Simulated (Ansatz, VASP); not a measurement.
**Zr2C in two plane-wave programs**

Wanted: the spread between two codes on one cell, functional and k mesh. The cell is invented: As first built, before any earlier steps moved the atoms (in the runner's words): it takes the Ti2C structure with some of its atoms replaced by other elements, volume scaled by an estimate. It may not be a known or stable phase. The cell is taken from a series of VASP runs on this material, whose earlier steps may have relaxed, scaled or displaced it; both programs get it as it stands.

Method: plane waves, with VASP 6.6.1 beside it; single point at PBE, in Ansatz 0.2.0.

### Step 1. The starting structure

The structure is trigonal, space group R-3m (No. 166). The conventional cell has a = 3.336 Å, b = 3.336 Å, c = 16.138 Å, α = 90.00°, β = 90.00°, γ = 120.00°. Nearest to Zr lie 3 C at 2.30 Å. C has 6 Zr at 2.30 Å nearest. As first built, before any earlier steps moved the atoms (in the runner's words): sites of the Ti2C structure (space group 166) filled with other elements, volume scaled by an estimate. Farther neighbours are not listed.

### Step 2. Ansatz: single point, PBE

Ansatz runs on its default PAW (the set named soft_2) files.

A single point gives forces, pressure and levels at one fixed geometry, so differences don't come from the geometry; what else differs is listed under the comparison.

The input, input.yaml:

```yaml
crystal:
  lattice:
    - [1.6679071154, 0.9629666007, 5.3794606836]
    - [-1.6679071154, 0.9629666007, 5.3794606836]
    - [0.0, -1.9259341871, 5.3794606852]
  atoms:
    - { symbol: Zr, position: [0.2445982181, 0.2445982181, 0.2445982181] }
    - { symbol: Zr, position: [0.7554017819, 0.7554017819, 0.7554017819] }
    - { symbol: C, position: [0.5, 0.5, 0.5] }
hamiltonian:
  xc: pbe
  pseudopotentials: { kind: paw }
kpoints:
  mp_grid: { grid: [9, 9, 9] }
scf:
  occupations: { method: gaussian, width: 0.05 }
  n_extra_bands: 4
output:
  forces: true
  stress: true
  eigenvalues: true
```

Launch:

```console
$ ansatz run input.yaml --threads 2 --pin off --max-ram 4608MiB --backend cpu --events-out ev --progress --plain --runs-dir out
```

Numbers of over 12 decimals in the logs are rounded to 6 here.

Output:

```text
basis.fft_grid_basis auto: the FFT boxes are laid along the combinations [[1, 0, -1], [0, 1, -1], [0, 0, 1]] of the cell's own vectors, 3.336, 3.336 and 5.714 Å long. The dense box has 24×24×40 points. Along the cell's own vectors, as sized, it would have 40×40×40, 2.78 times as many. Of the 12 symmetry operations that the crystal satisfies within crystal.symmetry.tolerance (time reversal apart; of a slab, those that [...]
scf.n_extra_bands = 4 over 14 filled bands (N_el = 28.0): the run solves 18 bands
Engine: ansatz 0.2.0, aarch64-unknown-linux-gnu
Pseudopotentials: kind: paw
Pseudopotential: Zr, paw, valence charge 12, recommended cutoff 420 eV (normal), Zr.paw.azcp
Pseudopotential: C, paw, valence charge 4, recommended cutoff 420 eV (normal), C.paw.azcp
Functional definition: PBE
  parameter kappa = 0.804
  parameter beta = 0.066725
  exchange = pbe_x(kappa = kappa, mu = beta*pi^2/3)
  correlation = pbe_c(beta = beta)
Crystal: 3 atoms, lattice volume = 51.841 Å³
Basis set: ecut = 420 eV, 1031 PW (Γ), FFT grids on a1−a3, a2−a3, a3, exchange–correlation on 48×48×80 points (8 copies of the dense FFT grid, shifted against one another)
Bands: 18, of which v1, the nominal top of the filled ones, is band 14 counted from 1 (13 counted from 0)
Symmetry: 12 space group operations
Space group: R-3m (ITA 166), of the structure as read, at distance tolerance 3.7e-5 Å
k-points: 85 of 729
Non-local potential: Zr, projectors of the file, l = 0: 3, l = 1: 2, l = 2: 2, l = 3: 2
Non-local potential: C, projectors of the file, l = 0: 2, l = 1: 2, l = 2: 1
PAW form: soft (Blöchl's): semilocal exchange-correlation on the pseudo side does not see the compensation charge
PAW one-centre angular grid: Zr, 590 points (default); XC on 64 Gauss nodes
PAW one-centre angular grid: C, 110 points (default); XC on 64 Gauss nodes
Initial density: superposition of atomic densities (neutral atoms: chi_scale 0, normalization atom), corrected by the library's trained network
Initial wavefunctions: pseudopotential atomic-orbital guess
Functional: x = pbe(κ = 0.804, μ = 0.219515), c = pbe(β = 0.066725)
SCF iter   1: F=—  HF=-8620.540884 eV  |F-HF|=—  |Δ(HF+E_count)|=         —  Δρ=6.67e-3  dr2=3.27e-2  ethr=1.77e-3  ⟨swp⟩=4.6  Hψ=6260  notcnv=0
preconditioner: auto → Kerker (q_TF=auto, 2.462 Å⁻¹)  [metal: Δε(μ)=0.039 eV  Ē_g=5.720 eV  σ=0.050 eV  W_gap=0.37  n_scr=16 (ndim 8)  ℏωp=17.9 eV  f_vac=0.000  D(μ)=1.52/eV (n_scr^D=8)]
SCF iter   2: F=—  HF=-8620.534957 eV  |F-HF|=—  |Δ(HF+E_count)|=   5.93e-3  Δρ=3.99e-3  dr2=1.44e-2  ethr=1.17e-4  ⟨swp⟩=1.1  Hψ=2216  notcnv=0
SCF iter   3: F=—  HF=-8620.531547 eV  |F-HF|=—  |Δ(HF+E_count)|=   3.41e-3  Δρ=7.41e-4  dr2=4.73e-4  ethr=5.13e-5  ⟨swp⟩=2.4  Hψ=2076  notcnv=0
SCF iter   4: F=—  HF=-8620.531473 eV  |F-HF|=—  |Δ(HF+E_count)|=   7.41e-5  Δρ=2.80e-4  dr2=3.87e-5  ethr=1.69e-6  ⟨swp⟩=2.0  Hψ=1985  notcnv=0
SCF iter   5: F=—  HF=-8620.531463 eV  |F-HF|=—  |Δ(HF+E_count)|=   9.22e-6  Δρ=6.44e-5  dr2=2.69e-6  ethr=1.38e-7  ⟨swp⟩=2.0  Hψ=1906  notcnv=0
SCF iter   6: F=—  HF=-8620.531464 eV  |F-HF|=—  |Δ(HF+E_count)|=   6.23e-8  Δρ=1.78e-5  dr2=1.26e-7  ethr=9.62e-9  ⟨swp⟩=2.7  Hψ=2322  notcnv=0
SCF iter   7: F=-8620.531464 eV  HF=-8620.531464 eV  |F-HF|=1.53e-9  |Δ(HF+E_count)|=   2.79e-8  Δρ=2.54e-6  dr2=4.74e-9  ethr=3.57e-10  ⟨swp⟩=4.4  Hψ=4990  notcnv=0
SCF 1 converged in 7 iterations: F = -8620.531464 eV  dr2 = 4.74e-9
  greatest PAW one-centre occupation: 0.996 electrons in one spin orbital (limit 2), on the Zr atom at site 1 (counted from 0), in its partial waves of l = 0
SCF converged after 7 iterations
Free energy (F): -8620.531464 eV
Harris-Foulkes:  -8620.531464 eV  (|F-HF|=1.53e-9)
Internal energy: -8620.529443 eV  (E = F + TS)
E sigma→0 (E₀):  -8620.530453 eV
Entropy (-TS):   -0.002021 eV (-0.674 meV/atom)
Fermi energy:    13.672560 eV
--- Per-component energies (eV) ---
  E_band       = -173.182071
  E_kinetic    = 755.050841
  E_local      = -1406.572380  (includes V_loc(G=0)·N_el)
  E_nonlocal   = 184.466894
  E_hartree    = 451.480024
  E_xc         = -372.713429
  E_vxc        = -443.189923  (∫ρ·V_xc dr)
  E_paw        = -6006.083159  (= ΣΔE_a)
  E_vpaw       = -165.896767  (= ΣTr[D̂ρ^β])
  E_aug_tail   = 0.000058  (compensation charges beyond the density's cutoff)
  E_ewald      = -2226.158291
  E_smearing   = -0.002021  (= −TS)
  E_closure    = 0.000000  (closes the sum)
  Σ components = -8620.531464   (vs F -8620.531464, Δ=0.00e0)
--- Forces (eV/Å), atoms counted from 1 ---
  atom   1  Zr    -0.00000000     0.00000000    -0.02297230
  atom   2  Zr     0.00000000    -0.00000000     0.02297230
  atom   3  C      0.00000000     0.00000000     0.00000000
  max |Σ_I F_I| component: 4.68e-30 eV/Å
--- Stress (GPa, compression-positive) ---
       -0.170180       0.000000       0.000000
        0.000000      -0.170180      -0.000000
        0.000000      -0.000000      -0.049186
  P = ⅓ Tr σ = -0.1298 GPa (-1.298 kbar)
--- Band table (eV; the first three rows and the last of 85) ---
  k-point 0: bands = [... 10 lower, 10.9766, 10.9766, 11.6116, 14.4475, 14.4475, 14.7908, 16.4866, 16.4866]
  k-point 1: bands = [... 10 lower, 10.3510, 11.0462, 12.1555, 14.1048, 14.6273, 14.9225, 15.5903, 16.4932]
  k-point 2: bands = [... 10 lower, 9.9369, 11.1765, 12.3649, 13.3919, 14.5720, 15.1153, 15.3799, 16.8145]
  k-point 84: bands = [... 10 lower, 10.8231, 11.1377, 12.4298, 13.6305, 14.2142, 15.0835, 15.8414, 15.9624]
```

Elapsed: 4.9 s, on 2 threads of Arm Neoverse V1, shared host; peak memory 0.41 GiB.

The run ends at a pressure of -0.13 GPa, with forces up to 0.023 eV/Å.

### Step 3. VASP: single point, PBE

The same cell, functional, mesh and smearing now go to VASP, with its own data sets and cutoff.

Lines of VASP's logs that name or quote its potential files are left out, and so is its time.

The input, INCAR:

```
SYSTEM = Zr2C
PREC = Accurate
ENCUT = 520
EDIFF = 1E-06
NELM = 100
ISMEAR = 0
SIGMA = 0.05
LREAL = .FALSE.
ALGO = Normal
GGA = PE
NBANDS = 20
LORBIT = 11
LWAVE = .FALSE.
LCHARG = .TRUE.
ISIF = 2
LELF = .TRUE.
LVHAR = .TRUE.
```

The input, POSCAR:

```
Zr2C
1.0
    1.6679071154      0.9629666007      5.3794606836
   -1.6679071154      0.9629666007      5.3794606836
    0.0000000000     -1.9259341871      5.3794606852
Zr C
2 1
Direct
    0.2445982181      0.2445982181      0.2445982181
    0.7554017819      0.7554017819      0.7554017819
    0.5000000000      0.5000000000      0.5000000000
```

The input, KPOINTS:

```
Automatic mesh
0
Gamma
9 9 9
0 0 0
```

The projector-augmented-wave data sets are Zr_sv and C (PBE family, release 64).

Launch:

```console
$ mpirun -np 1 vasp_std
```

Output:

```text
[banner, memory and clock lines left out]
running    1 mpi-ranks, on    1 nodes
 distrk:  each k-point on    1 cores,    1 groups
 distr:  one band on    1 cores,    1 groups

 POSCAR found type information on POSCAR ZrC
 POSCAR found :  2 types and       3 ions
 LDA part: xc-table for (Slater+PW92), standard interpolation
 POSCAR, INCAR and KPOINTS ok, starting setup
 FFT: planning ... GRIDC
 FFT: planning ... GRID_SOFT
 FFT: planning ... GRID
 WAVECAR not read
 entering main loop
       N       E                     dE             d eps       ncg     rms          rms(c)
DAV:   1     0.244614313080E+03    0.24461E+03   -0.15425E+04  3408   0.140E+03
DAV:   2    -0.118684189173E+02   -0.25648E+03   -0.24947E+03  3800   0.394E+02
DAV:   3    -0.324261494201E+02   -0.20558E+02   -0.20295E+02  5876   0.869E+01
DAV:   4    -0.333089889289E+02   -0.88284E+00   -0.88132E+00  4384   0.175E+01
DAV:   5    -0.333420965741E+02   -0.33108E-01   -0.33099E-01  5112   0.267E+00    0.235E+01
DAV:   6    -0.283045862301E+02    0.50375E+01   -0.36433E+01  3816   0.275E+01    0.851E+00
DAV:   7    -0.281961284827E+02    0.10846E+00   -0.20515E+00  4584   0.806E+00    0.478E+00
DAV:   8    -0.281843401602E+02    0.11788E-01   -0.22438E-01  4280   0.290E+00    0.697E-01
DAV:   9    -0.281823778973E+02    0.19623E-02   -0.70128E-02  4284   0.123E+00    0.407E-01
DAV:  10    -0.281818715562E+02    0.50634E-03   -0.13324E-02  3984   0.751E-01    0.897E-02
DAV:  11    -0.281818523010E+02    0.19255E-04   -0.59164E-04  4800   0.194E-01    0.271E-02
DAV:  12    -0.281818427486E+02    0.95524E-05   -0.39293E-05  4752   0.409E-02    0.481E-03
DAV:  13    -0.281818433886E+02   -0.63998E-06   -0.28179E-06  3336   0.114E-02
   1 F= -.28181843E+02 E0= -.28180832E+02  d E =-.202320E-02
```

From OUTCAR (step 3):

```text
ion  position               nearest neighbor table
   1  0.245  0.245  0.245-   3 2.30   3 2.30   3 2.30   2 3.17   2 3.17   2 3.17   2 3.45   2 3.45
                             2 3.45
   2  0.755  0.755  0.755-   3 2.30   3 2.30   3 2.30   1 3.17   1 3.17   1 3.17   1 3.45   1 3.45
                             1 3.45
   3  0.500  0.500  0.500-   1 2.30   1 2.30   2 2.30   2 2.30   1 2.30   2 2.30

  LATTYP: Found a trigonal (rhomboedric) cell.
 ALAT       =     5.7138267445
 COS(alpha) =     0.8295803117

 Subroutine GETGRP returns: Found 12 space group operations
 (whereof 12 operations were pure point group operations)

The static configuration has the point symmetry D_3d.

 Found     85 irreducible k-points:

   k-points           NKPTS =     85   k-points in BZ     NKDIM =     85   number of bands    NBANDS=     20

   dimension x,y,z NGX =    42 NGY =   42 NGZ =   42
   dimension x,y,z NGXF=    84 NGYF=   84 NGZF=   84

   ENCUT  =  520.0 eV  38.22 Ry    6.18 a.u.  10.62 10.62 10.62*2*pi/ulx,y,z

   NELECT =      28.0000    total number of electrons

 k-points in reciprocal lattice and weights: Automatic mesh
   0.00000000  0.00000000  0.00000000       0.001
   0.11111111  0.00000000  0.00000000       0.008
   0.22222222  0.00000000  0.00000000       0.008
   0.33333333  0.00000000  0.00000000       0.008
   0.44444444  0.00000000  0.00000000       0.008
   0.11111111  0.11111111  0.00000000       0.008
   0.22222222  0.11111111  0.00000000       0.016
   0.33333333  0.11111111  0.00000000       0.016
   0.44444444  0.11111111  0.00000000       0.016
[...]
0.44444444  0.44444444  0.44444444       0.003
  -0.44444444  0.44444444  0.44444444       0.008

 average (electrostatic) potential at core
       1 -74.5755       2 -74.5755       3 -45.2697

 E-fermi :   8.7967

 k-point     1 :       0.0000    0.0000    0.0000
  band No.  band energies     occupation
    ...
      9      -1.7564      2.00000
     10       4.0597      2.00000
     11       6.1019      2.00000
     12       6.1019      2.00000
     13       6.7349      2.00000
     14       9.5714      0.00000
     15       9.5714      0.00000
     16       9.9146      0.00000
     17      11.6120      0.00000
     18      11.6120      0.00000
    ...

 k-point     2 :       0.1111    0.0000    0.0000
  band No.  band energies     occupation
    ...
      9      -1.6221      2.00000
     10       4.3189      2.00000
     11       5.4754      2.00000
     12       6.1715      2.00000
     13       7.2796      2.00000
     14       9.2288      0.00000
     15       9.7514      0.00000
     16      10.0464      0.00000
     17      10.7158      0.00000
     18      11.6189      0.00000
    ...

 k-point     3 :       0.2222    0.0000    0.0000
  band No.  band energies     occupation
    ...
     10       4.8428      2.00000
     11       5.0598      2.00000
     12       6.3017      2.00000
     13       7.4890      2.00000
     14       8.5158      2.00000
     15       9.6973      0.00000
     16      10.2399      0.00000
     17      10.5040      0.00000
     18      11.9406      0.00000
     19      12.4446      0.00000
    ...

  Total       -0.0136211     -0.0136211      0.0263272      0.0000000     -0.0000000      0.0000000
  in kB       -0.4209673     -0.4209676      0.8136578      0.0000000     -0.0000000      0.0000000
  external PRESSURE =      -0.0094257 kB  Pullay stress =       0.0000000 kB

  energy-cutoff  :      520.00
  volume of cell :       51.84
      direct lattice vectors                 reciprocal lattice vectors
     1.667907115  0.962966601  5.379460684     0.299776885  0.173076210  0.061964091
    -1.667907115  0.962966601  5.379460684    -0.299776885  0.173076210  0.061964091
     0.000000000 -1.925934187  5.379460685     0.000000000 -0.346152420  0.061964059

 POSITION                                       TOTAL-FORCE (eV/Angst)
 -----------------------------------------------------------------------------------
      0.00000     -0.00000      3.94742        -0.000000      0.000000     -0.006422
      0.00000     -0.00000     12.19096        -0.000000     -0.000000      0.006422
      0.00000     -0.00000      8.06919         0.000000      0.000000     -0.000000
 -----------------------------------------------------------------------------------
    total drift:                               -0.000000     -0.000000      0.000000

  FREE ENERGIE OF THE ION-ELECTRON SYSTEM (eV)
  ---------------------------------------------------
  free  energy   TOTEN  =       -28.1818433886 eV

  energy  without entropy=      -28.1798201851  energy(sigma->0) =      -28.18083179

 total charge
# of ion       s       p       d       tot
------------------------------------------
    1        2.189   6.008   1.620   9.817
    2        2.189   6.008   1.620   9.817
    3        0.887   1.494   0.000   2.381
--------------------------------------------------
tot          5.265  13.510   3.240  22.016

[... 3 further parts left out ...]
```

The run ends at a pressure of 0.00 GPa, with forces up to 0.0064 eV/Å.

### Step 4. Side by side

Known differences besides the potentials themselves: the cutoff is 420 eV in Ansatz and 520 eV in VASP; VASP leaves aspherical gradient terms in its spheres out (LASPH is not set), Ansatz keeps them. Total energies have different zeros and are not compared.

Both answers:

```
                                        quantity  Ansatz  VASP  difference
                                  pressure (GPa)   -0.13  0.00       -0.13
pressure without Ansatz's Pulay correction (GPa)   -0.24  0.00       -0.24
```

At this near-relaxed geometry the largest component of a force difference is 17 meV/Å. Ansatz's pressure holds a Pulay correction of 0.11 GPa; VASP's holds none.

### Step 5. What came out

| Quantity | Value |
| --- | --- |
| difference in pressure (single point, PBE) | -0.13 GPa |
| r.m.s. force difference (single point, PBE) | 7.8 meV/Å |

The r.m.s. force difference is 7.8 meV/Å (single point, PBE), within the 12 meV/Å picked in this series as the mark of a large difference. Such differences can come from data sets, numerical settings and the points named under the comparisons, not from the functional's error against experiment.

[Lines on the potential files, build, host, timing and source positions are cut from VASP's logs without a mark.]

[Logs are printed without paths, hosts, clocks, repeated set-up lines and the standing remarks that a program may print on its own settings, such as how far it seeks lower states.]

[Hosts, paths, dates, database ids (printed as entryN), source tags and the programs' standing remarks are cut or masked in the printed files.]
